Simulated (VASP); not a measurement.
Crystal: Ge.

```
Ge
1.0
     0.00000    2.82891    2.82891
     2.82891    0.00000    2.82891
     2.82891    2.82891    0.00000
Ge
2
Direct
  0.00000 0.00000 0.00000
  0.25000 0.25000 0.25000
```

- Program: VASP 6.6.1
- Task: relaxation of cell and atoms
- Functional: PBE
- Potentials or basis: VASP PAW PBE potentials, release 64 (Ge_d)
- Cutoff: 600 eV
- k mesh: 10 × 10 × 10
- Occupations: gaussian, width 0.03 eV
- Spin: no spin polarisation

At the start: pressure 3.5 GPa; volume 22.64 Å³/atom.

Problem. Where does the relaxation end?

Solution. Over 5 steps the energy falls by 13.4 meV/atom and the volume is 23.84 Å³/atom (+5.3 %); space group Fd-3m (No. 227, to 0.05 Å).

Step by step:
```
step  energy change (eV)  largest force (eV/Å)  pressure (GPa)  volume (Å³)
   1              0.0000                0.0000            3.54        45.28
   2             -0.0242                0.0000           -1.11        48.64
   3             -0.0269                0.0000           -0.27        47.78
   4             -0.0268                0.0000            0.23        47.60
   5             -0.0269                0.0000            0.01        47.68
```

Final structure:
```xyz
2
Lattice="0.0000 2.8781 2.8781 2.8781 0.0000 2.8781 2.8781 2.8781 0.0000" Properties=species:S:1:pos:R:3 pbc="T T T"
Ge    0.0000    0.0000    0.0000
Ge    1.4391    1.4391    1.4391
```
